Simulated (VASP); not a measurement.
Here is the system:

```yaml
crystal:
  lattice:
    - [1.39230, -2.41153, 0.00000]
    - [1.39230, 2.41153, 0.00000]
    - [0.00000, 0.00000, 4.40640]
  atoms:
    - { symbol: Os, position: [0.33333, 0.66667, 0.25000] }
    - { symbol: Os, position: [0.66667, 0.33333, 0.75000] }
```

Method: PBE GGA, VASP's PBE PAW potentials (set 64) (plane waves; VASP). Numerical set-up: 400 eV cut-off, 14×14×8 Γ-centred mesh, first-order Methfessel-Paxton smearing of 0.10 eV, potentials Os.

Q: Give the stress tensor in GPa (positive for a compressed cell).

A: 
```
-12.41    0.00    0.00
  0.00  -12.41    0.00
  0.00    0.00  -15.51
```
The pressure is its mean diagonal, -13.44 GPa.

The compound is Os in the hcp structure. The cell was not relaxed at this level.
